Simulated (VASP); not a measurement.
SnTe, 2 atoms in the cell. It takes space group Fm-3m (No. 225, cubic). Conventional cell: a = 6.302 Å, b = 6.302 Å, c = 6.302 Å, α = 90.00°, β = 90.00°, γ = 90.00°. Sn (site symmetry m-3m) is surrounded by 6 Te at 3.15 Å. Te (site symmetry m-3m) is surrounded by 6 Sn at 3.15 Å. 

| Property | Result |
| --- | --- |
| Program | VASP 6.6.1 |
| Task | relaxation of cell and atoms |
| Functional | r2SCAN |
| Dispersion | rVV10 |
| Potentials or basis | VASP PAW PBE potentials, release 64 (Sn_d, Te) |
| Cutoff | 520 eV |
| k mesh | 8 × 8 × 8 |
| Occupations | gaussian, width 0.02 eV |
| Spin | no spin polarisation |
| Further INCAR settings | ALGO = Normal; EDIFF = 1e-07; IBRION = 2; EDIFFG = -0.002; NSW = 80; ISIF = 3 |

Potentials or basis: VASP PAW PBE potentials, release 64 (Sn_d, Te).

Command:

```bash
$ cat potpaw_PBE.64/Sn_d/POTCAR potpaw_PBE.64/Te/POTCAR > POTCAR
$ mpirun -np 1 vasp_std > vasp.out
```

Hardware: 1 thread of Intel(R) Xeon(R) Platinum 8488C (Sapphire Rapids), on a shared host.

Problem. How long does it take, and how much memory?

Solution. It took 9.8 min on 1 thread of Intel(R) Xeon(R) Platinum 8488C (Sapphire Rapids), on a shared host, peak memory 0.39 GiB. Counts: scf iterations 51, k points 29, ion steps 3.
